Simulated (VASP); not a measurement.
Data:

```
Se2Te
1.0
    3.88563     0.00000     0.00000
   -1.94281     3.36505     0.00000
    0.00000     0.00000     6.26833
Te Se
1 2
Direct
  0.00000   0.00000   0.00000
  0.33333   0.66667   0.25200
  0.66667   0.33333   0.74800
```

Method: PBE GGA, VASP's PBE PAW potentials (set 64) (plane waves; VASP 6.6.1). Numerical set-up: 400 eV cut-off, KSPACING 0.6 per Å, Gaussian smearing of 0.050 eV, potentials Te Se.

### Question
Which forces act on the atoms, in eV/Å?

### Answer

```
atom     Fx     Fy      Fz
----  -----  -----  ------
Te1   0.000  0.000   0.000
Se2   0.000  0.000   0.966
Se3   0.000  0.000  -0.966
```

### Question
Give the stress tensor in GPa (positive for a compressed cell).

### Answer

```
6.63  0.00  0.00
0.00  6.63  0.00
0.00  0.00  6.75
```
The pressure is its mean diagonal, 6.67 GPa.

The structure was generated: TeSe2 was put into the CdI2 type (P-3m1), which need not be its known phase. The cell was not relaxed at this level. The run is one of a series of settings (KGAMMA = .FALSE., KSPACING = 0.6, KPOINTS file removed against the base run), some of them coarse on purpose.
